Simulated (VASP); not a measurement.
A VASP calculation is set up with these files.

**POSCAR**
```
YN
1
    0.0000000000     2.4018299532     2.4018299532
    2.4018299532     0.0000000000     2.4018299532
    2.4018299532     2.4018299532     0.0000000000
Y N
1 1
Direct
  0.0000000000   0.0000000000   0.0000000000
  0.5000000000   0.5000000000   0.5000000000
```

File KPOINTS:
```
Automatic mesh
0
Gamma
9 9 9
0 0 0
```

### INCAR
```
SYSTEM=YN
PREC=Accurate; ENCUT=520; LREAL=F
LASPH=T
EDIFF=1E-7; NELM=100; ALGO=Normal
LMAXMIX=4
ISMEAR=0; SIGMA=0.05
GGA=91
ISIF=2
LWAVE=F; LCHARG=F
```

POTCAR, in this order: Y_sv N (PBE.64 set). Program: vasp_std.

Q: Write an equivalent input for Quantum ESPRESSO's pw.x.

A: One equivalent input (not run):
```
&CONTROL
  calculation = 'scf'
  pseudo_dir = './pseudo'
  outdir = './out'
  tprnfor = .true.
  tstress = .true.
/
&SYSTEM
  ibrav = 0
  nat = 2
  ntyp = 2
  ecutwfc = 84
  occupations = 'smearing'
  smearing = 'gaussian'
  degauss = 0.003675
  input_dft = 'pw91'
/
&ELECTRONS
  conv_thr = 7.3e-09
  electron_maxstep = 100
/
ATOMIC_SPECIES
  Y 88.906 Y.upf
  N 14.007 N.upf
CELL_PARAMETERS angstrom
     0.0000000    2.4018300    2.4018300
     2.4018300    0.0000000    2.4018300
     2.4018300    2.4018300    0.0000000
ATOMIC_POSITIONS crystal
  Y    0.0000000  0.0000000  0.0000000
  N    0.5000000  0.5000000  0.5000000
K_POINTS automatic
  9 9 9 0 0 0
```
The two are equivalent in intent, not identical: the potentials are each code's own (VASP's PAW set, PseudoDojo norm-conserving files in pw.x), so ENCUT and ecutwfc are chosen apart and not converted; conv_thr bounds pw.x's estimated SCF error, while EDIFF bounds the energy change between steps.

The compound is YN in the rock salt structure. This cell is one point of a volume scan, at 0.94 of the reference volume.
